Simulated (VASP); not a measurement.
OSZICAR of a VASP run on Tb (hcp):

### OSZICAR
```
       N       E                     dE             d eps       ncg     rms          rms(c)
DAV:   1     0.418085229085E+02    0.41809E+02   -0.88817E+03  1976   0.124E+03
DAV:   2    -0.690489259354E+01   -0.48713E+02   -0.47686E+02  2071   0.258E+02
DAV:   3    -0.904645498109E+01   -0.21416E+01   -0.19983E+01  2695   0.307E+01
DAV:   4    -0.909879735109E+01   -0.52342E-01   -0.51949E-01  2264   0.478E+00
DAV:   5    -0.910005049677E+01   -0.12531E-02   -0.12522E-02  2710   0.609E-01    0.237E+01
DAV:   6    -0.910235161092E+01   -0.23011E-02   -0.25124E-02  2369   0.135E+00    0.141E+01
DAV:   7    -0.911363635146E+01   -0.11285E-01   -0.45480E-02  2282   0.184E+00    0.252E-01
DAV:   8    -0.911327748477E+01    0.35887E-03   -0.27284E-03  2321   0.428E-01    0.637E-02
DAV:   9    -0.911329059475E+01   -0.13110E-04   -0.21838E-04  2466   0.118E-01    0.320E-02
DAV:  10    -0.911328419012E+01    0.64046E-05   -0.37519E-05  2311   0.463E-02    0.383E-02
DAV:  11    -0.911328502988E+01   -0.83976E-06   -0.56282E-06  2286   0.179E-02    0.121E-03
DAV:  12    -0.911328531144E+01   -0.28156E-06   -0.44738E-07  2491   0.547E-03    0.427E-03
DAV:  13    -0.911328515269E+01    0.15875E-06   -0.59087E-08  1383   0.194E-03    0.681E-04
DAV:  14    -0.911328513462E+01    0.18076E-07   -0.12389E-08  1333   0.104E-03
   1 F= -.91132851E+01 E0= -.91134093E+01  d E =-.911329E+01
       N       E                     dE             d eps       ncg     rms          rms(c)
DAV:   1    -0.911616491215E+01   -0.28798E-02   -0.10598E-01  1986   0.240E+00    0.204E-01
DAV:   2    -0.911477983453E+01    0.13851E-02   -0.18114E-03  2306   0.368E-01    0.131E-01
DAV:   3    -0.911417320144E+01    0.60663E-03   -0.81248E-04  2425   0.222E-01    0.621E-02
DAV:   4    -0.911417767070E+01   -0.44693E-05   -0.11142E-04  2469   0.786E-02    0.310E-02
DAV:   5    -0.911417787925E+01   -0.20855E-06   -0.24826E-06  2583   0.118E-02    0.432E-03
DAV:   6    -0.911417779601E+01    0.83238E-07   -0.28850E-07  2411   0.394E-03
   2 F= -.91141778E+01 E0= -.91141115E+01  d E =-.892661E-03
       N       E                     dE             d eps       ncg     rms          rms(c)
DAV:   1    -0.911576816222E+01   -0.15903E-02   -0.72157E-02  1986   0.198E+00    0.168E-01
DAV:   2    -0.911481939947E+01    0.94876E-03   -0.12383E-03  2301   0.304E-01    0.110E-01
DAV:   3    -0.911440969080E+01    0.40971E-03   -0.53957E-04  2425   0.181E-01    0.560E-02
DAV:   4    -0.911441186646E+01   -0.21757E-05   -0.75403E-05  2482   0.648E-02    0.266E-02
DAV:   5    -0.911441194355E+01   -0.77092E-07   -0.17286E-06  2559   0.992E-03    0.289E-03
DAV:   6    -0.911441189026E+01    0.53296E-07   -0.20075E-07  2063   0.329E-03
   3 F= -.91144119E+01 E0= -.91141809E+01  d E =-.112676E-02
```

Problem. Which electronic solver shows in the log?

Solution. It is blocked Davidson (ALGO = Normal, or the opening steps of other solvers). The INCAR had ALGO = Normal.

Problem. Can the final energy be trusted as converged?

Solution. The calculation finished and met its thresholds. It stopped with EDIFF = 1E-7, NELM = 100, NSW = 30 and EDIFFG = -0.01 after 3 ionic steps (PW91 GGA, plane waves, VASP's PBE PAW potentials (set 64)). The 4f electrons are frozen in the core of the lanthanide potential, so 4f levels, which can set the real gap, and their magnetism are missing.

The compound is Tb in the hcp structure. This cell is one point of a volume scan, at 0.94 of the reference volume. Symmetry was kept, so distortions that lower it aren't found.
